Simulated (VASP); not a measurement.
Given:

```xyz
1
Lattice="-1.6332 1.6332 1.6332 1.6332 -1.6332 1.6332 1.6332 1.6332 -1.6332" Properties=species:S:1:pos:R:3 pbc="T T T"
Nb     0.0000     0.0000     0.0000
```

These are PBEsol GGA, VASP's PBE PAW potentials (set 64) (plane waves; VASP) values and carry that method's errors. Run with 480 eV cut-off, 14×14×14 Γ-centred mesh, first-order Methfessel-Paxton smearing of 0.10 eV, potentials Nb_sv.

Each row applies one change to this cell, which was relaxed at other settings and keeps the small stress of the first row; at a fixed cut-off the stress holds a Pulay part, so it need not integrate to ΔE exactly. Stress is in GPa, positive when the cell is compressed.

```tsv
change	ΔE (meV/atom)	σxx	σyy	σzz	largest shear component, with its sign (GPa)	largest force (eV/Å)
none	0.0	0.43	0.43	0.43	0.00	0.000
biaxial strain of -4.0 % in the xz plane	83.8	20.03	13.08	20.03	0.00	0.000
uniaxial strain of -0.5 % along z	0.7	1.12	1.12	1.75	0.00	0.000
isotropic strain of -3.0 %	93.9	20.08	20.08	20.08	0.00	0.000
uniaxial strain of -1.5 % along x	4.5	4.52	2.56	2.56	0.00	0.000
biaxial strain of -1.0 % in the xz plane	6.0	4.61	3.36	4.61	0.00	0.000
```

Failed runs are left out, and for metals the shear rows, which the mesh's noise covers.

The compound is Nb in the bcc structure.
